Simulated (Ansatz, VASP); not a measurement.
# MoS2: VASP beside Ansatz, part 2 of 2

Aim: how closely do two programs agree when they are given the same cell, functional and k mesh? The cell is taken from a series of runs on this material, whose earlier steps may have relaxed, scaled, displaced or heated it; both programs get it as it stands.

VASP 6.6.1 and Ansatz 0.2.0.

So far: Starting point; VASP: relaxation of cell and atoms, r2SCAN with rVV10.

### Step 3. Ansatz: relaxation of cell and atoms, r2SCAN with rVV10

Level of this step: Ansatz beside VASP: Kohn-Sham DFT, plane waves, r2SCAN with rVV10 (Ansatz).

Ansatz runs on its default PAW (the set named soft_2) files.

The same cell, functional and mesh now go to Ansatz, which takes its cutoff from its data sets.

File input.yaml:

```yaml
crystal:
  lattice:
    - [3.1413972312, 0.0, 0.0]
    - [-1.5706986156, 2.7205298056, 0.0]
    - [0.0, 0.0, 12.5812873065]
  atoms:
    - { symbol: Mo, position: [0.3333333333, 0.6666666667, 0.25] }
    - { symbol: Mo, position: [0.6666666667, 0.3333333333, 0.75] }
    - { symbol: S, position: [0.3333333333, 0.6666666667, 0.626079631] }
    - { symbol: S, position: [0.6666666667, 0.3333333333, 0.126079631] }
    - { symbol: S, position: [0.3333333333, 0.6666666667, 0.873920369] }
    - { symbol: S, position: [0.6666666667, 0.3333333333, 0.373920369] }
kpoints:
  mp_grid: { grid: [9, 9, 2] }
hamiltonian:
  xc: r2scan
  dispersion: rvv10
scf:
  occupations: { method: fixed }
output:
  forces: true
  stress: true
  eigenvalues: true
  write_density: true
  write_potential: true
  elf: true
  volumetric_format: npy
relax:
  adjacent_minimum: "off"
  f_tol: 0.001
  max_steps: 60
  cell: { stress_tol: 0.01 }
```

Command:

```bash
> ansatz run input.yaml --threads 4 --pin off --max-ram 14336MiB --backend cpu --events-out ev --progress --plain --runs-dir out
```

Numbers of over 12 decimals in the logs are rounded to 6 here.

The log of the run:

```text
Engine: ansatz 0.2.0, aarch64-unknown-linux-gnu
Pseudopotentials: kind: paw
Pseudopotential: Mo, paw, valence charge 14, recommended cutoff 500 eV (meta_gga), Mo.paw.azcp
Pseudopotential: S, paw, valence charge 6, recommended cutoff 500 eV (meta_gga), S.paw.azcp
Functional definition: r2SCAN+rVV10
  parameter k0 = 0.174
  parameter k1 = 0.065
  parameter a1 = 4.9479
  exchange = r2scan_x(k0 = k0, k1 = k1, a1 = a1)
  correlation = r2scan_c + rvv10(11.95, 0.0093)
Crystal: 6 atoms, lattice volume = 107.523 Å³
Basis set: ecut = 500 eV, 2697 PW (Γ), exchange–correlation on 108×108×432 points (64 copies of the dense FFT grid, shifted against one another)
Bands: 32, of which v1, the nominal top of the filled ones, is band 26 counted from 1 (25 counted from 0)
Symmetry: 24 space group operations
Space group: P63/mmc (ITA 194), of the structure as read, at distance tolerance 4.8e-5 Å
k-points: 24 of 162
Non-local potential: Mo, projectors of the file, l = 0: 3, l = 1: 2, l = 2: 2, l = 3: 1
Non-local potential: S, projectors of the file, l = 0: 2, l = 1: 2, l = 2: 2
PAW form: soft (Blöchl's): semilocal exchange-correlation on the pseudo side does not see the compensation charge
rVV10 density: all electrons in the spheres
PAW frozen core: Mo, regenerated for the run's functional (the file was generated under x = pbe(κ = 0.804, μ = 0.219515), c = pbe(β = 0.066725))
PAW frozen core: S, regenerated for the run's functional (the file was generated under x = pbe(κ = 0.804, μ = 0.219515), c = pbe(β = 0.066725))
PAW one-centre angular grid: Mo, 590 points (default); XC on 160 Gauss nodes
PAW one-centre angular grid: S, 302 points (default); XC on 160 Gauss nodes
Initial density: superposition of atomic densities (neutral atoms: chi_scale 0, normalization atom), corrected by the library's trained network
Initial wavefunctions: pseudopotential atomic-orbital guess
Functional: x = r2scan, c = r2scan + rvv10(b = 11.95, C = 0.0093); τ floored in thin density (d = 2e-4 eV/Å³)
SCF iter   1: F=—  HF=-13559.086694 eV  |F-HF|=—  |Δ(HF+E_count)|=         —  Δρ=1.04e-2  dr2=1.47e-1  dr2_τ=1.04e-1  ethr=1.77e-3  ⟨swp⟩=5.5  Hψ=3070  notcnv=0  defer=68
preconditioner: auto → Resta (q_TF=auto, 2.417 Å⁻¹)  ε∞=7.6  [insulator: Δε(μ)=1.168 eV  Ē_g=8.362 eV  n_scr=26 (ndim 8)  ℏωp=21.5 eV  f_vac=0.025  ε∞_Penn≈7.6]
SCF iter   2: F=—  HF=-13559.168983 eV  |F-HF|=—  |Δ(HF+E_count)|=   8.23e-2  Δρ=5.25e-3  dr2=1.27e-2  dr2_τ=4.73e-3  ethr=2.82e-4  ⟨swp⟩=2.4  Hψ=1418  notcnv=0  defer=89
SCF iter   3: F=—  HF=-13559.172969 eV  |F-HF|=—  |Δ(HF+E_count)|=   3.99e-3  Δρ=2.91e-3  dr2=5.23e-3  dr2_τ=3.28e-4  ethr=2.43e-5  ⟨swp⟩=2.1  Hψ=1078  notcnv=0  defer=94
SCF iter   4: F=—  HF=-13559.175416 eV  |F-HF|=—  |Δ(HF+E_count)|=   2.45e-3  Δρ=2.94e-4  dr2=1.41e-4  dr2_τ=9.75e-6  ethr=1.01e-5  ⟨swp⟩=2.9  Hψ=1265  notcnv=0  defer=94
SCF iter   5: F=—  HF=-13559.175432 eV  |F-HF|=—  |Δ(HF+E_count)|=   1.59e-5  Δρ=1.02e-4  dr2=2.88e-5  dr2_τ=1.50e-6  ethr=2.71e-7  ⟨swp⟩=2.4  Hψ=1232  notcnv=0  defer=92
SCF iter   6: F=—  HF=-13559.175432 eV  |F-HF|=—  |Δ(HF+E_count)|=   6.45e-7  Δρ=2.19e-5  dr2=6.74e-7  dr2_τ=4.50e-8  ethr=5.54e-8  ⟨swp⟩=2.0  Hψ=1039  notcnv=0  defer=45
SCF iter   7: F=-13559.175433 eV  HF=-13559.175433 eV  |F-HF|=2.83e-9  |Δ(HF+E_count)|=   1.94e-7  Δρ=3.98e-6  dr2=1.95e-8  dr2_τ=6.83e-10  ethr=1.92e-10  ⟨swp⟩=15.0  Hψ=6396  notcnv=0
SCF 1 converged in 7 iterations: F = -13559.175433 eV  dr2 = 1.95e-8
  greatest PAW one-centre occupation: 0.996 electrons in one spin orbital (limit 2), on the Mo atom at site 1 (counted from 0), in its partial waves of l = 0
relax step   1: F+E_penalty+E_count = -13559.17543256 eV  Δ(F+E_penalty+E_count) = +0.000e0 eV  max|allowed force component| = 1.606e-1 eV/Å  Δτ_max = 0.0000 Å  P = +2.602 GPa  Ω = 107.523 Å³  (7 SCF iters, dr2 threshold 1.00e-7 eV, accepted)
[...]
relax step   5: F+E_penalty+E_count = -13559.19830442 eV  Δ(F+E_penalty+E_count) = +1.083e-5 eV  max|allowed force component| = 4.986e-4 eV/Å  Δτ_max = 0.0007 Å  P = -0.008 GPa  Ω = 108.454 Å³  energy of the carried Pulay correction = -2.218e-4 eV  (6 SCF iters, dr2 threshold 1.72e-8 eV, accepted)
[...]
relax step   6: F+E_penalty+E_count = -13559.19830950 eV  Δ(F+E_penalty+E_count) = -5.075e-6 eV  max|allowed force component| = 1.040e-5 eV/Å  Δτ_max = 0.0002 Å  P = -0.000 GPa  Ω = 108.435 Å³  energy of the carried Pulay correction = -2.172e-4 eV  (6 SCF iters, dr2 threshold 3.72e-10 eV, accepted)
[...]
relax step   7: F+E_penalty+E_count = -13559.19855128 eV  Δ(F+E_penalty+E_count) = -2.418e-4 eV  max|allowed force component| = 2.316e-5 eV/Å  Δτ_max = 0.0000 Å  P = +0.001 GPa  Ω = 108.435 Å³  stress off target by 2.19e-3 GPa  SCF on the basis re-selected at this cell (its energy is not comparable with the rows above)  (6 SCF iters)
basis re-selected at this cell: Δ(F+E_penalty+E_count) = -2.418e-4 eV, ΔP = +0.001 GPa vs the last step (what re-selecting the basis moved, of the pressure what is left beyond the Pulay correction that the steps carried, after the strain that the cell walked since its last selection, with what the two solves' SCF thresholds leave and, on support functions, any second-order correction that the steps lacked; it is no m [...]
SCF converged after 6 iterations
Free energy (F): -13559.198551 eV
Harris-Foulkes:  -13559.198551 eV  (|F-HF|=5.46e-12)
Internal energy: -13559.198551 eV  (E = F + TS)
E sigma→0 (E₀):  -13559.198551 eV
Fermi energy:    10.590470 eV
--- Per-component energies (eV) ---
  E_band       = -361.923493
  E_kinetic    = 1308.885901
  E_local      = -4017.797905  (includes V_loc(G=0)·N_el)
  E_nonlocal   = 396.643650
  E_hartree    = 1549.163402
  E_xc         = -720.046455
  E_vxc        = -891.258159  (∫ρ·V_xc dr)
  E_paw        = -8871.551268  (= ΣΔE_a)
  E_vpaw       = -308.164524  (= ΣTr[D̂ρ^β])
  E_aug_tail   = 0.000014  (compensation charges beyond the density's cutoff)
  E_vtau       = 51.440778  (kinetic-family band-sum trace: ∫τ·v_τ [+ j·A + Jᵃ·Aᵃ] dr)
  E_ewald      = -3203.614416
  E_core_change = -0.881474  (= ΣΔE_core)
  E_smearing   = -0.000000  (= −TS)
  E_closure    = -0.000000  (closes the sum)
  Σ components = -13559.198551   (vs F -13559.198551, Δ=0.00e0)
--- Forces (eV/Å), atoms counted from 1 ---
  atom   1  Mo    -0.00000000    -0.00000000     0.00000000
  atom   2  Mo    -0.00000000     0.00000000     0.00000000
  atom   3  S      0.00000000     0.00000000     0.00002316
  atom   4  S      0.00000000    -0.00000000     0.00002316
  atom   5  S     -0.00000000     0.00000000    -0.00002316
  atom   6  S      0.00000000    -0.00000000    -0.00002316
  max |Σ_I F_I| component: 1.39e-17 eV/Å
--- Stress (GPa, compression-positive) ---
        0.002189       0.000000       0.000000
        0.000000       0.002189       0.000000
        0.000000       0.000000      -0.001791
  P = ⅓ Tr σ = 0.0009 GPa (0.009 kbar)
--- Band table (eV; the first three rows and the last of 24) ---
  k-point 0: bands = [... 22 lower, 8.2726, 9.2262, 9.4565, 10.5905, 12.8330, 12.8330, 12.8566, 12.8566, ... 2 higher]
  k-point 1: bands = [... 22 lower, 8.2520, 8.2520, 10.2983, 10.2983, 12.8384, 12.8384, 12.8384, 12.8384, ... 2 higher]
  k-point 2: bands = [... 22 lower, 8.4164, 9.4195, 9.4535, 10.2330, 12.6222, 12.6659, 12.7635, 12.7948, ... 2 higher]
  k-point 23: bands = [... 22 lower, 7.5772, 7.5772, 9.8408, 9.8408, 11.6639, 11.6639, 13.0781, 13.0781, ... 2 higher]
--- Relaxed structure (6 steps of the walk, 5 accepted, 1 SCFs on fresh bases) ---
  F+E_penalty+E_count = -13559.19855128 eV   max|allowed force component| = 2.316e-5 eV/Å   (the final SCF, on the basis selected at the relaxed cell)
  cell:  # Å, volume = 108.4351 Å³
    - [3.172992, 0.0, 0.0]
    - [-1.586496, 2.747892, 0.0]
    - [0.0, 0.0, 12.436587]
  atoms:
    - { symbol: Mo, position: [0.333333, 0.666667, 0.250000] }
    - { symbol: Mo, position: [0.666667, 0.333333, 0.75] }
    - { symbol: S, position: [0.333333, 0.666667, 0.624905] }
    - { symbol: S, position: [0.666667, 0.333333, 0.124905] }
    - { symbol: S, position: [0.333333, 0.666667, 0.875095] }
    - { symbol: S, position: [0.666667, 0.333333, 0.375095] }
```

### Step 4. Differences

Known differences besides the potentials themselves: VASP keeps PBE cores, Ansatz makes them for the functional; fixed occupations in Ansatz, narrow Gaussian smearing in VASP; the cutoff is 500 eV in Ansatz and 550 eV in VASP; Ansatz adds a Pulay correction to the stress that steers its cell, VASP none. Total energies have different zeros and are not compared.

Compared:

| quantity | Ansatz | VASP | difference |
| --- | --- | --- | --- |
| volume (Å³) | 108.44 | 108.48 | -0.04 % |
| edge a after relaxation, in the typed setting (Å) | 3.173 | 3.175 | -0.06 % |
| edge c after relaxation, in the typed setting (Å) | 12.437 | 12.426 | +0.09 % |

### Step 5. Summary of results

- difference in edge c after relaxation, in the typed setting (relaxation of cell and atoms, r2SCAN with rVV10): 0.089 %

The difference in edge c after relaxation, in the typed setting is 0.089 % (relaxation of cell and atoms, r2SCAN with rVV10), within the 1.2 % picked in this series as the mark of a large difference, as far as the stopping tolerances let one tell. How closely two codes agree says nothing of how well the functional describes the real material.

[Lines on the potential files, build, host, timing and source positions are cut from VASP's logs without a mark.]

[Logs are printed without paths, hosts, clocks, repeated set-up lines and the standing remarks that a program may print on its own settings, such as how far it seeks lower states.]

[Hosts, paths, dates, database ids (printed as entryN), source tags and the programs' standing remarks are cut or masked in the printed files.]
